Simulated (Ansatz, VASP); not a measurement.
Given: the input of a run of Ansatz 0.2.0 on Hf3Be.

The input input.yaml:

```yaml
crystal:
  lattice:
    - [-2.1195294728, 2.1195294728, 4.4103294902]
    - [2.1195294728, -2.1195294728, 4.4103294902]
    - [2.1195294728, 2.1195294728, -4.4103294902]
  atoms:
    - { symbol: Hf, position: [0.5, 0.5, 0.0] }
    - { symbol: Hf, position: [0.25, 0.75, 0.5] }
    - { symbol: Hf, position: [0.75, 0.25, 0.5] }
    - { symbol: Be, position: [0.0, 0.0, 0.0] }
hamiltonian:
  xc: pbe
  pseudopotentials: { kind: paw }
kpoints:
  mp_grid: { grid: [9, 9, 9] }
scf:
  occupations: { method: fermi_dirac, width: 0.05 }
output:
  forces: true
  stress: true
  eigenvalues: true
```

Potentials or basis: Ansatz PAW.

The run is started by

```console
$ ansatz run input.yaml --threads 2 --pin off --max-ram 5120MiB --backend cpu --events-out ev --progress --plain --runs-dir out
```

Set up the same calculation for VASP 6.6.1. Potentials there: VASP PAW PBE potentials, release 64 (Hf_pv, Be).

As run (the cutoff follows the program's own potentials):

Contents of INCAR:

```
  ALGO = Normal
  EDIFF = 1E-7
  ENCUT = 520
  GGA = PE
  ISIF = 2
  ISMEAR = -1
  LASPH = True
  LCHARG = False
  LREAL = False
  LWAVE = False
  NBANDS = 24
  NELM = 80
  PREC = Accurate
  SIGMA = 0.05
```

KPOINTS

```
k-points
0
Gamma
  9 9 9
```

File POSCAR:

```
Hf3Be
1.0
   -2.1195294728      2.1195294728      4.4103294902
    2.1195294728     -2.1195294728      4.4103294902
    2.1195294728      2.1195294728     -4.4103294902
Hf Be
3 1
Direct
    0.5000000000      0.5000000000      0.0000000000
    0.2500000000      0.7500000000      0.5000000000
    0.7500000000      0.2500000000      0.5000000000
    0.0000000000      0.0000000000      0.0000000000
```

Potentials or basis: VASP PAW PBE potentials, release 64 (Hf_pv, Be).

Launch:

```console
$ cat potpaw_PBE.64/Hf_pv/POTCAR potpaw_PBE.64/Be/POTCAR > POTCAR
$ mpirun -np 1 vasp_std > vasp.out
```

Both were run:

|  | VASP | Ansatz | Ansatz less VASP |
| --- | --- | --- | --- |
| gap on the k mesh at the Fermi level (eV) | none | none | - |
| pressure (GPa) | -4.0 | -3.7 | +0.31 |
| largest component of the traceless stress (GPa) | 0.48 | 0.47 | -0.014 |

A gap of «none» marks a metal or a gap that the smearing closes. The functional is the same, so the differences come from potentials, cutoffs and numerics. The two sets of potentials don't hold the same shells in valence.

The runs have no spin-orbit coupling, so splittings on Hf are missing.
